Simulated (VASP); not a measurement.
```
CELL_PARAMETERS angstrom
      2.06401    -3.57496     0.00000
      2.06401     3.57496     0.00000
      0.00000     0.00000     6.99994
ATOMIC_POSITIONS crystal
  Mg 0.00000 0.00000 0.00000
  I  0.33333 0.66667 0.23826
  I  0.66667 0.33333 0.76174
```

The numbers are results of PBEsol GGA, VASP's PBE PAW potentials (set 64) (plane waves; VASP), not measurements. Settings: 400 eV cut-off, Gaussian smearing of 0.050 eV, potentials Mg I.

Without a dispersion term in the relaxation, distances and binding between the weakly bound layers, chains or molecules are unreliable, and so is what depends on them. Unless said otherwise, spin-orbit coupling is left out, though it shifts the bands of the heavy elements here.

Problem. What does the run give for the band gap (along the path) with the smallest direct gap where there is one?

Solution. 
```
Quantity                                Value
------------------------------------  -------
band gap (along the path)             3.52 eV
smallest direct gap (along the path)  3.70 eV
```

Total energies compare only between runs with the same potentials, cut-off and functional.

The compound is MgI2 in the 1T layered structure. It was relaxed first.
